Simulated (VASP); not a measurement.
Input:

```
CELL_PARAMETERS angstrom
      1.78245    -3.08729     0.00000
      1.78245     3.08729     0.00000
      0.00000     0.00000     5.48875
ATOMIC_POSITIONS crystal
  Y  0.33333 0.66667 0.25000
  Y  0.66667 0.33333 0.75000
```

The numbers are results of PBEsol GGA, VASP's PBE PAW potentials (set 64) (plane waves; VASP), not measurements. Settings: 480 eV cut-off, 12×12×6 Γ-centred mesh, first-order Methfessel-Paxton smearing of 0.10 eV, potentials Y_sv.

Question: Predict the energy per atom (σ→0), pressure, band gap (on the k-mesh) with the smallest direct gap where there is one.

Answer: 
The band gap (on the k-mesh) comes out as none (metal, semimetal or under 0.01 eV). The energy per atom (σ→0) comes out as -6.816 eV/atom. The pressure comes out as 14.9 kbar.

The compound is Y in the hcp structure. This cell was strained or had an atom moved on purpose.
